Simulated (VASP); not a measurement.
A 78-atom supercell of Al₂O₃ (corundum) holds Al vacancy with a neighbouring O vacancy in charge state -2. It is relaxed twice, with the total moment held at 1 and at 3 μB. Method: PBE GGA, VASP's PBE PAW potentials (set 64) (plane waves; VASP). Settings: PREC = Normal, LREAL = Auto, ISYM = 0, NELECT = 377.0, EDIFF = 1E-5, 400 eV cut-off, 1×1×1 Γ-centred mesh, Gaussian smearing of 0.050 eV, potentials Al O.

The cell is charged, with a uniform compensating background. The supercell is sampled at Γ alone, which is coarse: total energies, pressure and levels can be off, energies of defects by several tenths of an eV.

Question: Which spin state lies lower, and by how much?

Answer: The state with 1 μB lies lower, by 5.47 eV.

The cell is a supercell with a defect, built from Al2O3 (corundum).
